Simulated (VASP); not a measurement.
OSZICAR of a VASP run on In (bct):

File OSZICAR:
```
       N       E                     dE             d eps       ncg     rms          rms(c)
DAV:   1     0.741265812791E+02    0.74127E+02   -0.65672E+03  7004   0.162E+03
DAV:   2     0.342049408328E+01   -0.70706E+02   -0.69785E+02  7106   0.288E+02
DAV:   3     0.689606103651E+00   -0.27309E+01   -0.27199E+01  8034   0.649E+01
DAV:   4     0.626598206737E+00   -0.63008E-01   -0.62948E-01  8652   0.103E+01
DAV:   5     0.623560168271E+00   -0.30380E-02   -0.30379E-02  8650   0.187E+00    0.172E+00
DAV:   6     0.641866932042E+00    0.18307E-01   -0.35234E-02  8148   0.400E+00    0.866E-01
DAV:   7     0.645583984430E+00    0.37171E-02   -0.10736E-02  8986   0.201E+00    0.224E-01
DAV:   8     0.645837110491E+00    0.25313E-03   -0.69786E-04  7752   0.526E-01    0.295E-02
DAV:   9     0.645833243028E+00   -0.38675E-05   -0.17611E-05  9578   0.691E-02    0.149E-02
DAV:  10     0.645829195274E+00   -0.40478E-05   -0.48983E-06  7518   0.204E-02    0.202E-03
DAV:  11     0.645829181464E+00   -0.13810E-07   -0.68643E-08  5742   0.330E-03
   1 F= 0.64582918E+00 E0= 0.64587128E+00  d E =0.645829E+00
```

Problem. Which electronic solver shows in the log?

Solution. It is blocked Davidson (ALGO = Normal, or the opening steps of other solvers). The INCAR had ALGO = Normal.

Problem. Can the final energy be trusted as converged?

Solution. Self-consistency was reached. It stopped with EDIFF = 1E-7, NELM = 100, NSW = 30 and EDIFFG = -0.01 after 1 ionic step (optB88-vdW, plane waves, VASP's PBE PAW potentials (set 64)).

The compound is In in the bct structure. It was relaxed first.
